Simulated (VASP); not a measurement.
All values below come from PBE GGA, VASP's PBE PAW potentials (set 64) (plane waves; VASP 6.6.1).

VASP ran on this input.

### KPOINTS
```
Automatic mesh
0
Gamma
8 8 3
0 0 0
```

### INCAR
```
! general
SYSTEM  = La
PREC    = Accurate
ENCUT   = 400   ! plane-wave cut-off (eV)
LREAL   = .False.
LASPH   = .True.

! electronic loop
EDIFF   = 1E-6   ! SCF stop (eV)
NELM    = 100
ALGO    = Normal   ! blocked Davidson
LMAXMIX = 6   ! l cut-off of mixed one-centre charges

! smearing
ISMEAR  = 1   ! Methfessel-Paxton
SIGMA   = 0.1   ! width (eV)

! functional
GGA     = PE

! ions
ISIF    = 2

! output
LWAVE   = .False.
LCHARG  = .False.
```

File POSCAR:
```
La
1
    1.9227000000    -3.3302140000     0.0000000000
    1.9227000000     3.3302140000     0.0000000000
    0.0000000000     0.0000000000    12.4032000000
La
4
Direct
  0.0000000000   0.0000000000   0.5000000000
  0.0000000000   0.0000000000   0.0000000000
  0.3333330000   0.6666670000   0.2500000000
  0.6666670000   0.3333330000   0.7500000000
```

POTCAR, in this order: La (PBE.64 set). Program: vasp_std.

Output

OSZICAR:
```
       N       E                     dE             d eps       ncg     rms          rms(c)
DAV:   1     0.538974160255E+03    0.53897E+03   -0.12780E+04  1048   0.183E+03
DAV:   2     0.961211460630E+02   -0.44285E+03   -0.43782E+03  1584   0.428E+02
DAV:   3    -0.601084655628E+01   -0.10213E+03   -0.10130E+03  1864   0.259E+02
DAV:   4    -0.175748229954E+02   -0.11564E+02   -0.11410E+02  1928   0.847E+01
DAV:   5    -0.192461345936E+02   -0.16713E+01   -0.16490E+01  2048   0.297E+01    0.449E+00
DAV:   6    -0.194461270487E+02   -0.19999E+00   -0.21283E+00  2000   0.104E+01    0.230E+00
DAV:   7    -0.194798370304E+02   -0.33710E-01   -0.34012E-01  1968   0.400E+00    0.614E-01
DAV:   8    -0.194896934448E+02   -0.98564E-02   -0.66355E-02  2016   0.158E+00    0.255E-01
DAV:   9    -0.194922562516E+02   -0.25628E-02   -0.12104E-02  1968   0.568E-01    0.183E-01
DAV:  10    -0.194941339376E+02   -0.18777E-02   -0.78149E-03  1736   0.528E-01    0.268E-02
DAV:  11    -0.194941904847E+02   -0.56547E-04   -0.89128E-04  1984   0.217E-01    0.216E-02
DAV:  12    -0.194941956548E+02   -0.51702E-05   -0.15714E-04  1584   0.478E-02    0.149E-02
DAV:  13    -0.194941971620E+02   -0.15072E-05   -0.47621E-05  1600   0.392E-02    0.431E-03
DAV:  14    -0.194941979208E+02   -0.75883E-06   -0.99797E-06  1096   0.215E-02
   1 F= -.19494198E+02 E0= -.19494478E+02  d E =0.840090E-03
```

**OUTCAR**
```
------------------------ aborting loop because EDIFF is reached ----------------------------------------
  FORCE on cell =-STRESS in cart. coord.  units (eV):
  Direction    XX          YY          ZZ          XY          YZ          ZX
  --------------------------------------------------------------------------------------
  Total       -1.5797598     -1.5797597     -1.5136604      0.0000000      0.0000000      0.0000000
  in kB      -15.9350790    -15.9350781    -15.2683327      0.0000000      0.0000000      0.0000000
  external PRESSURE =     -15.7128299 kB  Pullay stress =       0.0000000 kB
  volume of cell :      158.84
      direct lattice vectors                 reciprocal lattice vectors
     1.922700000 -3.330214000  0.000000000     0.260050970 -0.150140501  0.000000000
     1.922700000  3.330214000  0.000000000     0.260050970  0.150140501  0.000000000
     0.000000000  0.000000000 12.403200000     0.000000000  0.000000000  0.080624355
 POSITION                                       TOTAL-FORCE (eV/Angst)
 -----------------------------------------------------------------------------------
      0.00000      0.00000      6.20160        -0.000000      0.000000      0.000000
      0.00000      0.00000      0.00000        -0.000000     -0.000000      0.000000
      1.92270      1.11007      3.10080         0.000000      0.000000     -0.000000
      1.92270     -1.11007      9.30240         0.000000     -0.000000      0.000000
 -----------------------------------------------------------------------------------
    total drift:                                0.000000      0.000000      0.000000
  FREE ENERGIE OF THE ION-ELECTRON SYSTEM (eV)
  ---------------------------------------------------
  free  energy   TOTEN  =       -19.4941979208 eV

  energy  without entropy=      -19.4950380112  energy(sigma->0) =      -19.49447795
```
(Selected blocks of OUTCAR.)

The compound is La in the dhcp structure. The cell was not relaxed at this level.
